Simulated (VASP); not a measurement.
Consider the following.

```yaml
crystal:
  lattice:
    - [8.75833, 0.00000, 0.00000]
    - [0.00000, 8.75833, 0.00000]
    - [0.00000, 0.00000, 8.75833]
  atoms:
    - { symbol: Si, position: [0.49948, 0.00228, 0.00076] }
    - { symbol: Si, position: [0.74956, 0.25085, 0.00284] }
    - { symbol: Si, position: [0.75010, 0.00107, 0.25062] }
    - { symbol: Si, position: [0.99965, 0.00071, 0.00037] }
    - { symbol: Si, position: [0.24951, 0.24850, 0.00108] }
    - { symbol: Si, position: [0.50020, 0.50012, 0.00115] }
    - { symbol: Si, position: [0.75176, 0.75072, 0.00105] }
    - { symbol: Si, position: [0.24867, 0.99940, 0.24925] }
    - { symbol: Si, position: [0.49747, 0.25049, 0.25924] }
    - { symbol: Si, position: [0.74988, 0.50281, 0.25915] }
    - { symbol: Si, position: [0.49904, 0.99950, 0.50060] }
    - { symbol: Si, position: [0.75623, 0.24395, 0.50642] }
    - { symbol: Si, position: [0.75164, 0.99969, 0.75179] }
    - { symbol: Si, position: [0.99794, 0.50087, 0.00078] }
    - { symbol: Si, position: [0.25008, 0.75017, 0.99799] }
    - { symbol: Si, position: [0.99941, 0.25016, 0.25065] }
    - { symbol: Si, position: [0.24350, 0.49917, 0.24754] }
    - { symbol: Si, position: [0.50104, 0.75658, 0.24767] }
    - { symbol: Si, position: [0.00023, 0.00004, 0.50166] }
    - { symbol: Si, position: [0.25111, 0.24824, 0.49924] }
    - { symbol: Si, position: [0.75201, 0.74901, 0.49902] }
    - { symbol: Si, position: [0.25025, 0.00069, 0.75067] }
    - { symbol: Si, position: [0.49996, 0.25053, 0.75117] }
    - { symbol: Si, position: [0.74970, 0.50017, 0.75088] }
    - { symbol: Si, position: [0.00099, 0.75174, 0.24931] }
    - { symbol: Si, position: [0.00095, 0.50126, 0.50056] }
    - { symbol: Si, position: [0.24861, 0.75158, 0.50360] }
    - { symbol: Si, position: [0.00053, 0.24865, 0.75177] }
    - { symbol: Si, position: [0.25415, 0.49950, 0.74817] }
    - { symbol: Si, position: [0.50074, 0.74600, 0.74799] }
    - { symbol: Si, position: [0.99954, 0.74987, 0.75069] }
    - { symbol: C, position: [0.62414, 0.12789, 0.12954] }
    - { symbol: C, position: [0.87250, 0.37611, 0.12961] }
    - { symbol: C, position: [0.87489, 0.12539, 0.37469] }
    - { symbol: C, position: [0.12373, 0.12502, 0.12566] }
    - { symbol: C, position: [0.37388, 0.37679, 0.12785] }
    - { symbol: C, position: [0.62348, 0.62641, 0.12790] }
    - { symbol: C, position: [0.87528, 0.87667, 0.12567] }
    - { symbol: C, position: [0.37191, 0.12064, 0.37473] }
    - { symbol: C, position: [0.87977, 0.62831, 0.37463] }
    - { symbol: C, position: [0.62413, 0.12495, 0.62659] }
    - { symbol: C, position: [0.87538, 0.37608, 0.62633] }
    - { symbol: C, position: [0.87453, 0.12571, 0.87694] }
    - { symbol: C, position: [0.12328, 0.62640, 0.12282] }
    - { symbol: C, position: [0.37400, 0.87690, 0.12287] }
    - { symbol: C, position: [0.12424, 0.37439, 0.37588] }
    - { symbol: C, position: [0.36619, 0.63383, 0.36495] }
    - { symbol: C, position: [0.62581, 0.87617, 0.37586] }
    - { symbol: C, position: [0.12400, 0.12467, 0.62581] }
    - { symbol: C, position: [0.37774, 0.37207, 0.62456] }
    - { symbol: C, position: [0.62818, 0.62250, 0.62433] }
    - { symbol: C, position: [0.87552, 0.87614, 0.62570] }
    - { symbol: C, position: [0.37496, 0.12532, 0.87596] }
    - { symbol: C, position: [0.62516, 0.37509, 0.87615] }
    - { symbol: C, position: [0.87480, 0.62519, 0.87590] }
    - { symbol: C, position: [0.12514, 0.87526, 0.37593] }
    - { symbol: C, position: [0.12569, 0.62444, 0.62619] }
    - { symbol: C, position: [0.37582, 0.87460, 0.62612] }
    - { symbol: C, position: [0.12555, 0.37586, 0.87496] }
    - { symbol: C, position: [0.37600, 0.62422, 0.87402] }
    - { symbol: C, position: [0.62436, 0.87459, 0.87480] }
    - { symbol: C, position: [0.12452, 0.87568, 0.87483] }
    - { symbol: Mo, position: [0.51307, 0.48697, 0.45480] }
```

Calculation: HSE06 screened hybrid, VASP's PBE PAW potentials (set 64) (plane waves; VASP). Run with PREC = Normal, LREAL = Auto, ISYM = 0, EDIFF = 1E-5, 400 eV cut-off, 1×1×1 Γ-centred mesh, Gaussian smearing of 0.050 eV, potentials Si C Mo.

The supercell is sampled at Γ alone, which is coarse: total energies, pressure and levels can be off, energies of defects by several tenths of an eV.

Estimate the energy per atom (σ→0).

```json
{
  "energy per atom (σ→0)": "-836.3 kJ/mol of atoms"
}
```

Total energies compare only between runs with the same potentials, cut-off and functional.

The cell is a supercell with a defect, built from SiC (zinc blende): Mo_Si-vac_C. The cell's shape comes from a PBE relaxation. The run is not spin-polarised, so no state with unpaired spins was tried.
